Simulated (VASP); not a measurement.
Level of theory: PBE GGA, VASP's PBE PAW potentials (set 64) (plane waves; VASP).

Gaps are without spin-orbit coupling.

The volume per atom is 17.38 Å^3/atom, the band gap (over mesh and band path) comes out as 2.67 eV and the smallest direct gap (over mesh and band path) comes out as 4.21 eV. The Hill bulk modulus comes out as 75.3 GPa and the Hill shear modulus is 534 kbar.

Task: Which relaxed crystal gives these values?
A) PbTe, Fm-3m (225)
B) CdSe, F-43m (216)
C) BeSe, F-43m (216)
D) BaS, Fm-3m (225)

Result: C, BeSe, F-43m (216)
